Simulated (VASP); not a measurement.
Data:

```
WC
1.0
    1.46464    -2.53682     0.00000
    1.46464     2.53682     0.00000
    0.00000     0.00000     2.85331
W C
1 1
Direct
  0.00000   0.00000   0.00000
  0.33333   0.66667   0.50000
```

Method: optB88-vdW, VASP's PBE PAW potentials (set 64) (plane waves; VASP). Numerical set-up: 520 eV cut-off, Gaussian smearing of 0.050 eV, potentials W_sv C.

Unless said otherwise, spin-orbit coupling is left out, though it shifts the bands of the heavy elements here.

Q: Predict the band gap (along the path) with the smallest direct gap where there is one.

A: 
- band gap (along the path) = none (metal, semimetal or under 0.01 eV)

Only differences to runs with the same potentials and settings are physical.

The compound is WC in the wc structure. It was relaxed first.
